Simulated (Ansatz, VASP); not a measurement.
# Cross-check of Al38P12O87 (glassy 76Al2O3-24P2O5 (mol %)) between VASP and Ansatz, part 2 of 2

Aim: how closely do two programs agree when they are given the same cell, functional and k mesh? Of the first pair: The structure shown is the start of the Ansatz relaxation below; VASP solves that cell, so the two are compared at the walk's first step.

VASP 6.6.1 and Ansatz 0.2.0.

So far. Step 3 (VASP: single point, PBE, start cell, pair 1): The run ends at a pressure of 21.91 GPa, with forces up to 2.5 eV/Å.

**4. Differences**

Known differences besides the potentials themselves: fixed occupations in Ansatz, narrow Gaussian smearing in VASP; the cutoff is 420 eV in Ansatz and 520 eV in VASP (PREC = Accurate, projectors in real space). Total energies have different zeros and are not compared.

Forces on 9 of the 137 atoms, those with the largest forces and the largest differences (eV/Å; atoms numbered as in POSCAR):

```
atom          Ansatz x, y, z            VASP x, y, z
 O60   -0.747, -0.857, 1.464   -0.661, -0.692, 1.307
 O62   -1.609, -0.623, 1.529   -1.455, -0.557, 1.382
 O73    -1.148, 1.317, 1.617    -1.032, 1.177, 1.453
 O75     0.539, 2.208, 0.217     0.500, 2.052, 0.127
 O76  -1.906, -0.179, -1.388  -1.758, -0.149, -1.246
 O88   1.489, -2.274, -0.062   1.389, -2.100, -0.061
 O95   2.001, -0.826, -0.806   1.883, -0.765, -0.785
O115   -0.164, -1.976, 0.126   -0.110, -1.747, 0.056
O137    -1.286, 1.948, 0.019   -1.228, 1.798, -0.041
```

The forces differ by 70 meV/Å r.m.s., which is 10.2 % of the r.m.s. force of 0.686 eV/Å (both taken over all components).

**5. Ansatz: relaxation, PBE**

This run makes the geometry at which the two programs are then compared.

The structure compared here is the end of the Ansatz relaxation.

This is the run of step 2 again, met here at its other cell.

**6. VASP: single point, PBE, relaxed atoms in a fixed cell, pair 2**

The same cell, functional and mesh now go to VASP, with its own data sets.

INCAR

```
SYSTEM = Al38P12O87
PREC = Accurate
ENCUT = 600
EDIFF = 1E-06
NELM = 120
ISMEAR = 0
SIGMA = 0.01
LREAL = Auto
ALGO = Normal
GGA = PE
NBANDS = 443
LORBIT = 11
LWAVE = .FALSE.
LCHARG = .FALSE.
ISIF = 2
LASPH = .TRUE.
GGA_COMPAT = .FALSE.
EFERMI = MIDGAP
```

POSCAR

```
Al38P12O87
1.0
   11.5371900000      0.2223100000     -0.2098000000
    0.2223100000     11.3277700000      0.0764200000
   -0.2098000000      0.0764200000     11.4940200000
Al P O
38 12 87
Direct
    0.7358900000      0.1314500000      0.3933600000
    0.8824400000      0.9939300000      0.5696300000
    0.1193000000      0.3896300000      0.3719300000
    0.6112200000      0.3243300000      0.5519900000
    0.8205600000      0.4820700000      0.5858100000
    0.1254800000      0.0662400000      0.1394700000
    0.0925300000      0.0446500000      0.7232400000
    0.1574400000      0.1816700000      0.5527000000
    0.9035700000      0.4376200000      0.0291700000
    0.5141000000      0.0076100000      0.8828600000
    0.2780000000      0.8612200000      0.2679800000
    0.5157300000      0.2180300000      0.3272600000
    0.8851800000      0.6902900000      0.1502000000
    0.0242200000      0.8570700000      0.0261800000
    0.3436600000      0.0381500000      0.6184000000
    0.4941500000      0.4241000000      0.7891000000
    0.2921400000      0.1624300000      0.3196100000
    0.7037700000      0.8655100000      0.4232600000
    0.3674000000      0.2448500000      0.9543000000
    0.1386800000      0.2634700000      0.8607300000
    0.3462100000      0.7346800000      0.6188000000
    0.8684100000      0.6539300000      0.8771300000
    0.2367900000      0.9913500000      0.9172600000
    0.1459800000      0.3255400000      0.1031100000
    0.4533800000      0.1988600000      0.7388100000
    0.7202600000      0.8637300000      0.7295100000
    0.7923000000      0.0033400000      0.9501900000
    0.9896200000      0.8528800000      0.7994700000
    0.8825100000      0.2517300000      0.6172700000
    0.0828900000      0.5849800000      0.9651900000
[... 101 atom lines left out ...]
    0.6717900000      0.9606900000      0.8515400000
    0.4840000000      0.1610700000      0.8893200000
    0.9443400000      0.8336100000      0.1552300000
    0.1001400000      0.5636300000      0.6074400000
    0.2003900000      0.5687700000      0.8691700000
    0.8307700000      0.3707000000      0.9143200000
```

KPOINTS

```
Automatic mesh
0
Gamma
1 1 1
0 0 0
```

The projector-augmented-wave data sets are Al, P and O (PBE family, release 64).

The run is started by

```
$ export OMP_NUM_THREADS=3
$ mpirun -np 1 vasp_gam
```

Numbers of over 12 decimals in the logs are rounded to 6 here.

The log of the run:

```text
[... set-up lines as in an earlier step ...]
 entering main loop
       N       E                     dE             d eps       ncg     rms          rms(c)
DAV:   1     0.672673375299E+04    0.67267E+04   -0.45414E+05   894   0.176E+03
DAV:   2    -0.569739527984E+03   -0.72965E+04   -0.70458E+04  1089   0.398E+02
DAV:   3    -0.113369245859E+04   -0.56395E+03   -0.56003E+03  1028   0.116E+02
DAV:   4    -0.114498868825E+04   -0.11296E+02   -0.11244E+02  1060   0.176E+01
[...]
DAV:  19    -0.100319864528E+04   -0.19680E-05   -0.15033E-05  1012   0.794E-03    0.130E-02
DAV:  20    -0.100319864394E+04    0.13375E-05   -0.42944E-06   932   0.352E-03    0.654E-03
DAV:  21    -0.100319864333E+04    0.60852E-06   -0.17046E-06   644   0.341E-03
   1 F= -.10031986E+04 E0= -.10031986E+04  d E =0.000000E+00
```

From OUTCAR (step 6):

```text
  FREE ENERGIE OF THE ION-ELECTRON SYSTEM (eV)
  ---------------------------------------------------
  free  energy   TOTEN  =     -1003.1986433305 eV

  energy  without entropy=    -1003.1986433305  energy(sigma->0) =    -1003.19864333
```

The run ends at a pressure of 6.43 GPa, with forces up to 0.15 eV/Å.

**7. Comparison**

What differs besides the data sets and the points named for the pairs above, as far as they apply: the cutoff is 420 eV in Ansatz and 600 eV in VASP (PREC = Accurate, projectors in real space). Total energies have different zeros and are not compared.

Compared:

```
              quantity  Ansatz   VASP  difference
        pressure (GPa)    7.08   6.43       +0.64
gap on the k mesh (eV)   4.312  4.296      +0.016
```

Forces on 8 of the 137 atoms, those with the largest forces and the largest differences (eV/Å; atoms numbered as in POSCAR):

```
atom         Ansatz x, y, z           VASP x, y, z
 P44   0.013, -0.036, 0.004  -0.047, -0.101, 0.078
 P48  0.029, -0.046, -0.003  0.089, -0.099, -0.017
 O59  -0.003, 0.010, -0.003   -0.120, 0.000, 0.069
 O74  0.002, -0.003, -0.013  -0.022, -0.003, 0.125
 O87  -0.025, -0.023, 0.015   -0.004, 0.076, 0.116
 O96   0.020, -0.007, 0.015    0.075, 0.006, 0.117
O115  -0.008, -0.002, 0.012  -0.015, 0.140, -0.041
O131    0.008, 0.001, 0.001    0.099, 0.080, 0.041
```

The forces differ by 39 meV/Å r.m.s., where the r.m.s. force is 0.010 eV/Å in Ansatz and 0.039 eV/Å in VASP: the atoms lie near their places of rest in Ansatz, so a percentage would say little (all taken over all components). A gap on the mesh is an upper bound, since the band edges may lie between its points.

**8. Outcome**

- r.m.s. force difference (single point, PBE, start cell, pair 1): 10 % of the r.m.s. force
- r.m.s. force difference (single point, PBE, relaxed atoms in a fixed cell, pair 2): 39 meV/Å
- difference in pressure (single point, PBE, relaxed atoms in a fixed cell, pair 2): 0.64 GPa

In words: The r.m.s. force difference is 10 % of the r.m.s. force (single point, PBE, start cell, pair 1), beyond the 3 % picked in this series as the mark of a large difference. What causes the difference of the single point, PBE, start cell, pair 1 pair stays open here. What causes the difference of the single point, PBE, relaxed atoms in a fixed cell, pair 2 pair stays open here. How closely two codes agree says nothing of how well the functional describes the real material.

[Lines on the potential files, build, host, timing and source positions are cut from VASP's logs without a mark.]

[Logs are printed without paths, hosts, clocks, repeated set-up lines and the standing remarks that a program may print on its own settings, such as how far it seeks lower states.]

[Hosts, paths, dates, database ids (printed as entryN), source tags and the programs' standing remarks are cut or masked in the printed files.]
